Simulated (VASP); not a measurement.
An input for Quantum ESPRESSO's pw.x (written as the equivalent of a VASP run, and not itself run):

```
&CONTROL
  calculation = 'vc-relax'
  pseudo_dir = './pseudo'
  outdir = './out'
  tprnfor = .true.
  tstress = .true.
  nstep = 30
  forc_conv_thr = 0.00039
/
&SYSTEM
  ibrav = 0
  nat = 2
  ntyp = 1
  ecutwfc = 84
  occupations = 'smearing'
  smearing = 'methfessel-paxton'
  degauss = 0.00735
  input_dft = 'vdw-df2-b86r'
/
&ELECTRONS
  conv_thr = 7.3e-09
  electron_maxstep = 100
/
&IONS
/
&CELL
  cell_dofree = 'shape'
/
ATOMIC_SPECIES
  Mg 24.305 Mg.upf
CELL_PARAMETERS angstrom
     1.5675091   -2.7150058    0.0000000
     1.5675091    2.7150058    0.0000000
     0.0000000    0.0000000    4.9926830
ATOMIC_POSITIONS crystal
  Mg   0.3333330  0.6666670  0.2500000
  Mg   0.6666670  0.3333330  0.7500000
K_POINTS automatic
  13 13 7 0 0 0
```

**Question.** Translate this input to VASP (INCAR, KPOINTS, POSCAR, choice of POTCAR).

**Answer.** One answer among several that fit: 
File KPOINTS:
```
Automatic mesh
0
Gamma
13 13 7
0 0 0
```

**INCAR**
```
! general
SYSTEM   = Mg
PREC     = Accurate
ENCUT    = 520
LREAL    = .FALSE.
LASPH    = .TRUE.

! electronic loop
EDIFF    = 1E-7
NELM     = 100
ALGO     = Normal

! smearing
ISMEAR   = 1
SIGMA    = 0.1

! functional
GGA      = MK
LUSE_VDW = .TRUE.
AGGAC    = 0.0
PARAM1   = 0.1234568
PARAM2   = 0.7114
ZAB_VDW  = -1.8867

! ions
IBRION   = 2
NSW      = 30
ISIF     = 4
EDIFFG   = -0.01

! output
LWAVE    = .FALSE.
LCHARG   = .FALSE.
```

POSCAR:
```
Mg
1
    1.5675090681    -2.7150057878     0.0000000000
    1.5675090681     2.7150057878     0.0000000000
    0.0000000000     0.0000000000     4.9926829855
Mg
2
Direct
  0.3333330000   0.6666670000   0.2500000000
  0.6666670000   0.3333330000   0.7500000000
```

POTCAR, in this order: Mg (PBE.64 set). Program: vasp_std.

The two are equivalent in intent, not identical: the potentials are each code's own (VASP's PAW set, PseudoDojo norm-conserving files in pw.x), so ENCUT and ecutwfc are chosen apart and not converted; conv_thr bounds pw.x's estimated SCF error, while EDIFF bounds the energy change between steps; forc_conv_thr acts on force components and is met together with etot_conv_thr.

The compound is Mg in the hcp structure. This cell is one point of a volume scan, at 0.94 of the reference volume. Symmetry was kept, so distortions that lower it aren't found.
